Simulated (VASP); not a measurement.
Set up this calculation in VASP 6.6.1, as the native input.

* Task: single point
* Functional: PBE
* Potentials or basis: VASP PAW PBE potentials, release 64 (B, As)
* Cutoff: 520 eV
* k mesh: 16 × 16 × 16
* Occupations: gaussian, width 0.02 eV
* Spin: no spin polarisation
* Further INCAR settings: ALGO = Normal; EDIFF = 1e-07; NBANDS = 11

The structure of BAs lies in POSCAR:

```
BAs
1.0
    0.0000000000      2.3885000000      2.3885000000
    2.3885000000      0.0000000000      2.3885000000
    2.3885000000      2.3885000000      0.0000000000
B As
1 1
Direct
    0.0000000000      0.0000000000      0.0000000000
    0.2500000000      0.2500000000      0.2500000000
```

The input as run:

INCAR

```
SYSTEM = BAs
  PREC = Accurate
  ENCUT = 520
  EDIFF = 1E-7
  ISMEAR = 0
  SIGMA = 0.02
  LREAL = .FALSE.
  LASPH = .TRUE.
  NELM = 80
  ALGO = Normal
  ISIF = 2
  LWAVE = .FALSE.
  LCHARG = .FALSE.
  GGA = PE
  NBANDS = 11
```

KPOINTS

```
Automatic mesh
0
G
  16 16 16
  0 0 0
```

Potentials or basis: VASP PAW PBE potentials, release 64 (B, As).

The run is started by

```bash
$ cat potpaw_PBE.64/B/POTCAR potpaw_PBE.64/As/POTCAR > POTCAR
$ mpirun -np 1 vasp_std > vasp.out
```

Results of the run:

- Pressure: 3.4 GPa
- Band gap on the k mesh: 1.19 eV, indirect (least direct gap 3.28 eV)

Wall time 68 s on 1 thread of AMD EPYC 7R43 64-Core Processor (Zen 3) (shared host), peak memory 0.15 GiB.
